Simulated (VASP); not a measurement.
VASP ran on this input.

POSCAR:
```
Cu
1
    0.0000000000     1.8050000000     1.8050000000
    1.8050000000     0.0000000000     1.8050000000
    1.8050000000     1.8050000000     0.0000000000
Cu
1
Direct
  0.0000000000   0.0000000000   0.0000000000
```

**KPOINTS**
```
Automatic mesh
0
Gamma
16 16 16
0 0 0
```

### INCAR
```
ALGO = Normal
EDIFF = 1E-6
EDIFFG = -0.01
ENCUT = 520
GGA = RE
IBRION = 2
ISIF = 3
ISMEAR = 1
LASPH = .TRUE.
LCHARG = .FALSE.
LMAXMIX = 4
LREAL = .FALSE.
LWAVE = .FALSE.
NELM = 100
NSW = 60
PREC = Accurate
SIGMA = 0.1
SYSTEM = Cu
```

POTCAR, in this order: Cu (PBE.64 set). Program: vasp_std.

**Question.** Translate this revPBE calculation to Quantum ESPRESSO's pw.x.

**Answer.** One equivalent input (not run):
```
&CONTROL
  calculation = 'vc-relax'
  pseudo_dir = './pseudo'
  outdir = './out'
  tprnfor = .true.
  tstress = .true.
  nstep = 60
  forc_conv_thr = 0.00039
/
&SYSTEM
  ibrav = 0
  nat = 1
  ntyp = 1
  ecutwfc = 92
  occupations = 'smearing'
  smearing = 'methfessel-paxton'
  degauss = 0.00735
  input_dft = 'revpbe'
/
&ELECTRONS
  conv_thr = 7.3e-08
  electron_maxstep = 100
/
&IONS
/
&CELL
/
ATOMIC_SPECIES
  Cu 63.546 Cu.upf
CELL_PARAMETERS angstrom
     0.0000000    1.8050000    1.8050000
     1.8050000    0.0000000    1.8050000
     1.8050000    1.8050000    0.0000000
ATOMIC_POSITIONS crystal
  Cu   0.0000000  0.0000000  0.0000000
K_POINTS automatic
  16 16 16 0 0 0
```
Limits of the translation: the potentials are each code's own (VASP's PAW set, PseudoDojo norm-conserving files in pw.x), so ENCUT and ecutwfc are chosen apart and not converted; conv_thr bounds pw.x's estimated SCF error, while EDIFF bounds the energy change between steps; forc_conv_thr acts on force components and is met together with etot_conv_thr.

The compound is Cu in the fcc structure. This run relaxes it. Symmetry was kept, so distortions that lower it aren't found.
